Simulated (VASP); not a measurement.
Crystal: PtSe2.

```
CELL_PARAMETERS angstrom
3.72400 0.00000 0.00000
-1.86200 3.22508 0.00000
0.00000 0.00000 5.06200
ATOMIC_POSITIONS crystal
Pt 0.00000 0.00000 0.00000
Se 0.33333 0.66667 0.25000
Se 0.66667 0.33333 0.75000
```

* Program: VASP 6.6.1
* Task: relaxation of cell and atoms
* Functional: LDA
* Potentials or basis: VASP PAW LDA potentials, release 64 (Pt, Se)
* Cutoff: 520 eV
* k mesh: 9 × 9 × 6
* Occupations: gaussian, width 0.02 eV
* Spin: no spin polarisation

At the start: pressure -0.1 GPa; volume 20.27 Å³/atom.

Q: How do energy, volume and symmetry change on relaxing?

A: Over 19 steps the energy falls by 10.9 meV/atom and the volume is 19.27 Å³/atom (-4.9 %); space group P-3m1 (No. 164, to 0.05 Å).

The path:
| step | energy change (eV) | largest force (eV/Å) | pressure (GPa) | volume (Å³) |
| --- | --- | --- | --- | --- |
| 1 | 0.0000 | 0.2260 | -0.07 | 60.80 |
| 2 | -0.0062 | 0.1251 | -0.85 | 60.72 |
| 3 | -0.0117 | 0.0812 | -2.41 | 60.55 |
| 4 | -0.0133 | 0.0811 | -2.34 | 60.43 |
| 5 | -0.0177 | 0.0812 | -2.12 | 60.06 |
| 6 | -0.0250 | 0.0837 | -1.65 | 59.34 |
| 7 | -0.0319 | 0.1066 | -0.52 | 57.90 |
| 8 | -0.0323 | 0.0685 | -0.28 | 57.88 |
| 9 | -0.0325 | 0.0186 | 0.03 | 57.86 |
| 10 | -0.0326 | 0.0157 | 0.02 | 57.87 |
| 11 | -0.0327 | 0.0073 | -0.04 | 57.89 |
| 12 | -0.0327 | 0.0096 | -0.16 | 57.94 |
| 13 | -0.0328 | 0.0002 | -0.09 | 57.91 |
| 14 | -0.0328 | 0.0106 | 0.02 | 57.87 |
| 15 | -0.0328 | 0.0094 | 0.01 | 57.87 |
| 16 | -0.0328 | 0.0081 | 0.01 | 57.87 |
| 17 | -0.0328 | 0.0047 | 0.00 | 57.84 |
| 18 | -0.0328 | 0.0021 | -0.01 | 57.80 |
| 19 | -0.0328 | 0.0018 | -0.01 | 57.82 |

Final structure:
```xyz
3
Lattice="3.7434 0.0000 0.0000 -1.8717 3.2419 0.0000 0.0000 0.0000 4.7647" Properties=species:S:1:pos:R:3 pbc="T T T"
Pt    0.0000    0.0000    0.0000
Se    0.0000    2.1613    1.2639
Se    1.8717    1.0806    3.5008
```
